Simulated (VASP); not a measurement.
```xyz
4
Lattice="3.5101 0.0000 0.0000 0.0000 3.5101 0.0000 0.0000 0.0000 3.5101" Properties=species:S:1:pos:R:3 pbc="T T T"
Fe     0.0000     0.0000     0.0000
Ni     0.0000     1.7550     1.7550
Ni     1.7550     0.0000     1.7550
Ni     1.7550     1.7550     0.0000
```
Starting moments (μB, in the order of the record's atoms Fe Ni Ni Ni): 3.2 0.7 0.7 0.7.

All values below come from r2SCAN meta-GGA, VASP's PBE PAW potentials (set 64) (plane waves; VASP). Numerical set-up: 400 eV cut-off, 10×10×10 Γ-centred mesh, tetrahedra with Blöchl corrections, potentials Fe Ni.

The cores are frozen, which limits the accuracy of field gradients.

Give the principal components of the electric field gradient (V/Å²) and the asymmetry η at each nucleus.

```csv
atom,Vxx,Vyy,Vzz,η
Fe1,0.0,0.0,0.0,-
Ni2,-6.4,-6.4,12.7,0.00
Ni3,-6.4,-6.4,12.7,0.00
Ni4,-6.4,-6.4,12.7,0.00
```

The compound is Ni3Fe in the L1_2 structure. It was relaxed first.
